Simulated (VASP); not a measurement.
Consider the following.

```yaml
crystal:
  lattice:
    - [0.00000, 3.13055, 3.13055]
    - [3.13055, 0.00000, 3.13055]
    - [3.13055, 3.13055, 0.00000]
  atoms:
    - { symbol: Pb, position: [0.00000, 0.00000, 0.00000] }
    - { symbol: Se, position: [0.50000, 0.50000, 0.50000] }
```

The numbers are results of optB88-vdW, VASP's PBE PAW potentials (set 64) (plane waves; VASP 6.6.1), not measurements. Run with 520 eV cut-off, 7×7×7 Γ-centred mesh, Gaussian smearing of 0.050 eV, potentials Pb_d Se.

Q: Give the stress tensor in GPa (positive for a compressed cell).

A: 
```
-1.37   0.00   0.00
 0.00  -1.37   0.00
 0.00   0.00  -1.37
```
The pressure is its mean diagonal, -1.37 GPa.

The compound is PbSe in the rock salt structure. This cell is one point of a volume scan, at 1.03 of the reference volume.
